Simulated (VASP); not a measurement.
Energy against volume of LiH (rock salt). Method: PBE0 hybrid, VASP's PBE PAW potentials (set 64) (plane waves; VASP).

```
V (Å³/atom)  E (eV/atom)
-----------  -----------
7.271           -3.55924
7.511           -3.56404
7.751           -3.56656
7.990           -3.56716
8.230           -3.56612
```

Fit a third-order Birch-Murnaghan equation of state.

The volume per atom is 7.95 Å^3/atom and the bulk modulus comes out as 37.1 GPa. The pressure derivative of the bulk modulus is 4.49 and the lattice constant a is 3.992 Å.

The compound is LiH in the rock salt structure. It was relaxed first, which changed the volume by -6 %. The cell's shape comes from a PBE relaxation.
